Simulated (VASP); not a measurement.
SiC:

```
Si C
1.0
     0.00000    2.18926    2.18926
     2.18926    0.00000    2.18926
     2.18926    2.18926    0.00000
Si C
1 1
Cartesian
  3.2839 3.2839 3.2839
  0.0000 0.0000 0.0000
```

The cell is a database's computed one.

Program: VASP 6.6.1. Alike in all runs: task band structure; no spin polarisation; cell as given; cutoff (eV) 450; smearing gaussian 0.02 eV.

**Question.** Order these runs on this cell by their band gap on the k mesh, lowest first.
A. level PBE0; potentials or basis VASP PAW PBE potentials, release 64 (Si, C); k mesh 10 × 10 × 10; grid for exact exchange (PRECFOCK) Fast; exchange at q = 0 truncated
B. level r2SCAN; potentials or basis VASP PAW PBE potentials, release 64 (Si, C); k mesh 14 × 14 × 14
C. level LDA; potentials or basis VASP PAW LDA potentials, release 64 (Si, C); k mesh 14 × 14 × 14
D. level HSE06; potentials or basis VASP PAW PBE potentials, release 64 (Si, C); k mesh 10 × 10 × 10; grid for exact exchange (PRECFOCK) Fast; screening parameter 0.2 1/A

**Answer.** C (1.32 eV), B (1.73 eV), D (2.26 eV), A (2.96 eV).

Runs at the PBE level aren't shown here.
